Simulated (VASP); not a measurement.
# NbAg3 (I4/mmm) in VASP: further runs

One crystal, NbAg3, is run at these levels: r2SCAN+U; tasks: single point.

Everything below comes from runs of VASP 6.6.1. Logs are shortened: lines on timing, memory, paths and dates and some standing lists are left out, and cuts for length are marked.

**1. Starting point**

It takes space group I4/mmm (No. 139, tetragonal). The conventional cell has a = 4.220 Å, b = 4.220 Å, c = 7.897 Å, α = 90.00°, β = 90.00°, γ = 90.00°. Ag (site symmetry -4m2) has 8 Ag at 2.89 to 2.98 Å and 4 Nb at 2.89 Å as nearest neighbours. Ag (site symmetry 4/mmm) is surrounded by 8 Ag at 2.89 Å and 4 Nb at 2.98 Å. Nb (site symmetry 4/mmm) is surrounded by 12 Ag at 2.89 to 2.98 Å.

The cell was built by a generator and needn't be a form met in nature.

**2. Single point, r2SCAN+U**

The input, POSCAR:

```
NbAg3
1.0
    0.0000000000      4.2196429614      0.0000000000
    4.2196429614      0.0000000000      0.0000000000
    2.1098214807      2.1098214807     -3.9487045773
Ag Nb
3 1
Direct
    0.7500000000      0.2500000000      0.5000000000
    0.2500000000      0.7500000000      0.5000000000
    0.5000000000      0.5000000000      0.0000000000
    0.0000000000      0.0000000000      0.0000000000
```

The input, INCAR.step1:

```
PREC     = Accurate       # precision mode
ENCUT    = 520            # plane-wave cutoff, eV
ISMEAR   = -1             # smearing method
SIGMA    = 0.1            # smearing width, eV
LREAL    = F              # projectors in reciprocal space
LASPH    = T              # aspherical terms in the spheres
NELM     = 150            # most SCF steps
LMAXMIX  = 4              # l up to which the mixer works
LDAU     = T              # DFT+U
LDAUTYPE = 2            
LDAUL    = -1 2           # shell
LDAUU    = 0 2.89         # U, eV
LDAUJ    = 0 0          
NBANDS   = 31             # bands
GGA      = PE             # functional
ALGO     = Normal         # electronic algorithm
EDIFF    = 1E-4           # SCF threshold, eV
LWAVE    = T              # write WAVECAR
LCHARG   = F              # write CHGCAR
```

The input, INCAR.step2:

```
PREC     = Accurate       # precision mode
ENCUT    = 520            # plane-wave cutoff, eV
EDIFF    = 1E-6           # SCF threshold, eV
ISMEAR   = -1             # smearing method
SIGMA    = 0.1            # smearing width, eV
LREAL    = F              # projectors in reciprocal space
LASPH    = T              # aspherical terms in the spheres
NELM     = 150            # most SCF steps
ALGO     = Normal         # electronic algorithm
ISIF     = 2              # what is computed and relaxed
LWAVE    = F              # write WAVECAR
LCHARG   = F              # write CHGCAR
LMAXMIX  = 4              # l up to which the mixer works
LDAU     = T              # DFT+U
LDAUTYPE = 2            
LDAUL    = -1 2           # shell
LDAUU    = 0 2.89         # U, eV
LDAUJ    = 0 0          
LDAUPRINT= 1            
METAGGA  = R2SCAN         # meta-GGA
LMIXTAU  = T            
NBANDS   = 31             # bands
ISTART   = 1
```

The input, KPOINTS:

```
regular mesh
0
Gamma
  5 5 5
```

Potentials or basis: VASP PAW PBE potentials, release 64 (Ag, Nb_sv).

Started as:

```
$ cat potpaw_PBE.64/Ag/POTCAR potpaw_PBE.64/Nb_sv/POTCAR > POTCAR
$ cp INCAR.step1 INCAR
$ mpirun -np 1 vasp_std > vasp.out
$ cp INCAR.step2 INCAR
$ mpirun -np 1 vasp_std > vasp.out
```

OUTCAR:

```text
PREC = Accurate
   ENCUT = 520
   EDIFF = 1E-6
   ISMEAR = -1
   LREAL = F
   LASPH = T
   NELM = 150
   ISIF = 2
   METAGGA = R2SCAN
   ISTART = 1

 ion  position               nearest neighbor table
   1  0.750  0.250  0.500-   3 2.89   4 2.89   3 2.89   4 2.89   3 2.89   4 2.89   3 2.89   4 2.89
                             2 2.98   2 2.98   2 2.98   2 2.98
   2  0.250  0.750  0.500-   4 2.89   3 2.89   3 2.89   4 2.89   3 2.89   4 2.89   4 2.89   3 2.89
                             1 2.98   1 2.98   1 2.98   1 2.98
   3  0.500  0.500  0.000-   2 2.89   1 2.89   1 2.89   2 2.89   1 2.89   2 2.89   2 2.89   1 2.89
                             4 2.98   4 2.98   4 2.98   4 2.98
   4  0.000  0.000  0.000-   1 2.89   2 2.89   1 2.89   2 2.89   1 2.89   2 2.89   1 2.89   2 2.89
                             3 2.98   3 2.98   3 2.98   3 2.98

  LATTYP: Found a body centered tetragonal cell.
 ALAT       =     4.2196429614
 C/A-ratio  =     1.8715823179

  Lattice vectors:

 A1 = (  -2.1098214807,   2.1098214807,   3.9487045773)
 A2 = (   2.1098214807,  -2.1098214807,   3.9487045773)
 A3 = (   2.1098214807,   2.1098214807,  -3.9487045773)

Analysis of symmetry for initial positions (statically):
=====================================================================
 Subroutine PRICEL returns:
 Original cell was already a primitive cell.

 Routine SETGRP: Setting up the symmetry group for a
 body centered tetragonal supercell.

 Subroutine GETGRP returns: Found 16 space group operations
 (whereof 16 operations were pure point group operations)
 out of a pool of 16 trial point group operations.

The static configuration has the point symmetry D_4h.

Analysis of symmetry for dynamics (positions and initial velocities):
=====================================================================
 Subroutine PRICEL returns:
 Original cell was already a primitive cell.

 Routine SETGRP: Setting up the symmetry group for a
 body centered tetragonal supercell.

 Subroutine GETGRP returns: Found 16 space group operations
 (whereof 16 operations were pure point group operations)
 out of a pool of 16 trial point group operations.

[... 149 lines left out ...]

spin component  2

  0.2777 -0.0000  0.0000  0.0000  0.0000
 -0.0000  0.2351 -0.0000 -0.0000 -0.0000
  0.0000 -0.0000  0.1108  0.0000 -0.0000
  0.0000 -0.0000  0.0000  0.2351  0.0000
  0.0000 -0.0000 -0.0000  0.0000  0.1850

 occupancies and eigenvectors

  o =  0.1108  v =  0.0000 -0.0000 -1.0000 -0.0000  0.0000  0.0000  0.0000  0.0000  0.0000  0.0000      0.0000  0.0000  0.0000  0.0000  0.0000  0.0000  0.0000  0.0000  0.0000  0.0000
  o =  0.1108  v =  0.0000  0.0000  0.0000  0.0000  0.0000  0.0000 -0.0000 -1.0000 -0.0000  0.0000      0.0000  0.0000  0.0000  0.0000  0.0000  0.0000  0.0000  0.0000  0.0000  0.0000
  o =  0.1850  v =  0.0000  0.0000  0.0000  0.0000  0.0000  0.0000  0.0000  0.0000 -0.0000 -1.0000      0.0000  0.0000  0.0000  0.0000  0.0000  0.0000  0.0000  0.0000  0.0000  0.0000
  o =  0.1850  v =  0.0000  0.0000  0.0000 -0.0000 -1.0000  0.0000  0.0000  0.0000  0.0000  0.0000      0.0000  0.0000  0.0000  0.0000  0.0000  0.0000  0.0000  0.0000  0.0000  0.0000
  o =  0.2351  v =  0.0000  0.9461 -0.0000 -0.3240  0.0000  0.0000  0.0000  0.0000  0.0000  0.0000      0.0000  0.0000  0.0000  0.0000  0.0000  0.0000  0.0000  0.0000  0.0000  0.0000
  o =  0.2351  v =  0.0000  0.0000  0.0000  0.0000  0.0000  0.0000  0.9461 -0.0000 -0.3240  0.0000      0.0000  0.0000  0.0000  0.0000  0.0000  0.0000  0.0000  0.0000  0.0000  0.0000
  o =  0.2351  v =  0.0000  0.0000  0.0000  0.0000  0.0000  0.0000 -0.3240  0.0000 -0.9461 -0.0000      0.0000  0.0000  0.0000  0.0000  0.0000  0.0000  0.0000  0.0000  0.0000  0.0000
  o =  0.2351  v =  0.0000 -0.3240  0.0000 -0.9461 -0.0000  0.0000  0.0000  0.0000  0.0000  0.0000      0.0000  0.0000  0.0000  0.0000  0.0000  0.0000  0.0000  0.0000  0.0000  0.0000
  o =  0.2777  v =  1.0000  0.0000  0.0000  0.0000  0.0000  0.0000  0.0000  0.0000  0.0000  0.0000      0.0000  0.0000  0.0000  0.0000  0.0000  0.0000  0.0000  0.0000  0.0000  0.0000
  o =  0.2777  v =  0.0000  0.0000  0.0000  0.0000  0.0000  1.0000  0.0000  0.0000  0.0000  0.0000      0.0000  0.0000  0.0000  0.0000  0.0000  0.0000  0.0000  0.0000  0.0000  0.0000

 number of electron      46.0000005 magnetization

 Free energy of the ion-electron system (eV)
  ---------------------------------------------------
  ext. energy  EPLUGINS =         0.00000000
  ---------------------------------------------------
  free energy    TOTEN  =       -84.82865072 eV

  energy without entropy =      -84.73452894  energy(sigma->0) =      -84.78158983

 E-fermi :   9.4344     XC(G=0): -13.2065

 val. band max:        9.4326414178   @ k =   0.0000   0.0000   0.0000
 cond. band min:       9.5116234179   @ k =   0.0000   0.0000   0.2000
 fundamental gap:      0.0789820001
 Fermi energy:         9.4343590749

 k-point     1 :       0.0000    0.0000    0.0000
  band No.  band energies     occupation
      1     -48.8056      2.00000
      2     -24.2611      2.00000
      3     -23.9778      2.00000
      4     -23.9778      2.00000
      5       1.3060      2.00000
      6       2.5880      2.00000
[... 601 lines left out ...]
     30      19.4520      0.00000
     31      19.4729      0.00000

------------------------ aborting loop because EDIFF is reached ----------------------------------------

  FORCE on cell =-STRESS in cart. coord.  units (eV):
  Direction    XX          YY          ZZ          XY          YZ          ZX
  --------------------------------------------------------------------------------------
  -------------------------------------------------------------------------------------
  Total        0.0231765      0.0231765     -1.2620893      0.0000000     -0.0000000      0.0000000
  in kB        0.5281445      0.5281445    -28.7603791      0.0000000     -0.0000000      0.0000000
  external PRESSURE =      -9.2346967 kB  Pullay stress =       0.0000000 kB

 VOLUME and BASIS-vectors are now :
 -----------------------------------------------------------------------------
  energy-cutoff  :      520.00
  volume of cell :       70.31
      direct lattice vectors                 reciprocal lattice vectors
     0.000000000  4.219642961  0.000000000     0.000000000  0.236986875  0.126623805
     4.219642961  0.000000000  0.000000000     0.236986875  0.000000000  0.126623805
     2.109821481  2.109821481 -3.948704577     0.000000000  0.000000000 -0.253247611

 POSITION                                       TOTAL-FORCE (eV/Angst)
 -----------------------------------------------------------------------------------
      2.10982      4.21964     -1.97435        -0.000000      0.000000      0.000000
      4.21964      2.10982     -1.97435         0.000000      0.000000     -0.000000
      2.10982      2.10982      0.00000        -0.000000     -0.000000      0.000000
      0.00000      0.00000      0.00000        -0.000000     -0.000000      0.000000
 -----------------------------------------------------------------------------------
    total drift:                               -0.000000     -0.000000      0.000000

  FREE ENERGIE OF THE ION-ELECTRON SYSTEM (eV)
  ---------------------------------------------------
  free  energy   TOTEN  =       -84.8286507173 eV

  energy  without entropy=      -84.7345289364  energy(sigma->0) =      -84.78158983
```

OSZICAR.step1:

```text
N       E                     dE             d eps       ncg     rms          rms(c)
DAV:   1     0.374956159899E+03    0.37496E+03   -0.23896E+04  1116   0.150E+03
DAV:   2    -0.222940250284E+01   -0.37719E+03   -0.36339E+03  1242   0.431E+02
DAV:   3    -0.158505093572E+02   -0.13621E+02   -0.13101E+02  1627   0.755E+01
DAV:   4    -0.164866125788E+02   -0.63610E+00   -0.63312E+00  1588   0.144E+01
DAV:   5    -0.165033173736E+02   -0.16705E-01   -0.16699E-01  1564   0.221E+00    0.116E+01
DAV:   6    -0.144979980002E+02    0.20053E+01   -0.49967E+00  1456   0.184E+01    0.634E+00
DAV:   7    -0.144150366450E+02    0.82961E-01   -0.41734E-01  1802   0.441E+00    0.353E+00
DAV:   8    -0.144120737850E+02    0.29629E-02   -0.48680E-02  1392   0.186E+00    0.771E-01
DAV:   9    -0.144056806536E+02    0.63931E-02   -0.13059E-02  1488   0.117E+00    0.203E-01
DAV:  10    -0.144056195150E+02    0.61139E-04   -0.22060E-03  1638   0.303E-01    0.984E-02
DAV:  11    -0.144057767084E+02   -0.15719E-03   -0.23992E-04  1169   0.131E-01    0.279E-02
DAV:  12    -0.144057946836E+02   -0.17975E-04   -0.49104E-05   726   0.679E-02
   1 F= -.14405795E+02 E0= -.14355925E+02  d E =-.997384E-01
```

Run time: 4.2 min. Hardware: 1 thread of AMD EPYC 7R43 (Zen 3), shared host; peak memory 0.18 GiB.

What came out:

```yaml
Free_energy: -84.8287 eV
Pressure: -0.9 GPa
Band_gap_on_the_k_mesh: none (metal or under the smearing width)
```

Stress tensor (GPa, compression positive):
```
 0.05  0.00  0.00
 0.00  0.05  0.00
 0.00  0.00 -2.88
```

Eigenvalues of the final occupation matrices:
```csv
site,spin,trace,eigenvalues
site 4 d,1,1.04,0.11 0.18 0.24 0.24 0.28
site 4 d,2,1.04,0.11 0.18 0.24 0.24 0.28
```

Caveat: the PAW data sets were made with another functional, which shifts forces and pressure a little; U without spin polarisation on a metal has little footing; the U is typed as a test and isn't derived for this compound.

**3. Single point, r2SCAN+U**

The input, POSCAR:

```
NbAg3
1.0
    0.0000000000      4.2196455471      0.0000000000
    4.2196455471      0.0000000000      0.0000000000
    2.1098227735      2.1098227735     -3.9486991314
Ag Nb
3 1
Direct
    0.7500000000      0.2500000000      0.5000000000
    0.2500000000      0.7500000000      0.5000000000
    0.5000000000      0.5000000000      0.0000000000
    0.0000000000      0.0000000000      0.0000000000
```

INCAR.step1 is that of step 2.

INCAR.step2 is that of step 2.

KPOINTS is that of step 2.

Potentials or basis: VASP PAW PBE potentials, release 64 (Ag, Nb_sv).

Started as:

```
$ cat potpaw_PBE.64/Ag/POTCAR potpaw_PBE.64/Nb_sv/POTCAR > POTCAR
$ cp INCAR.step1 INCAR
$ mpirun -np 1 vasp_std > vasp.out
$ cp INCAR.step2 INCAR
$ mpirun -np 1 vasp_std > vasp.out
```

Run time: 2.5 min. Hardware: 1 thread of Intel Xeon Platinum 8375C at 2.90GHz (Ice Lake), shared host; peak memory 0.21 GiB.

It converged, with:

```
Free energy            : -84.8287 eV
Pressure               : -0.9 GPa
Band gap on the k mesh : none (metal or under the smearing width)
```

Stress tensor (GPa, compression positive):
```
 0.05  0.00  0.00
 0.00  0.05  0.00
 0.00  0.00 -2.88
```

Levels at points of the mesh, in eV from the Fermi level:
| k point | band 19 | band 20 | band 21 | band 22 | band 23 | band 24 | band 25 | band 26 | band 27 | band 28 |
| --- | --- | --- | --- | --- | --- | --- | --- | --- | --- | --- |
| (0.00, 0.00, 0.00) | -4.22 | -3.71 | -0.15 | -0.15 | 0.00 | 0.52 | 1.58 | 2.45 | 5.81 | 6.27 |

Eigenvalues of the final occupation matrices:
```csv
site,spin,trace,eigenvalues
site 4 d,1,1.04,0.11 0.18 0.24 0.24 0.28
site 4 d,2,1.04,0.11 0.18 0.24 0.24 0.28
```

Caveat: the PAW data sets were made with another functional, which shifts forces and pressure a little; U without spin polarisation on a metal has little footing; the U is typed as a test and isn't derived for this compound.

(Part 1 of 2 ends here.)
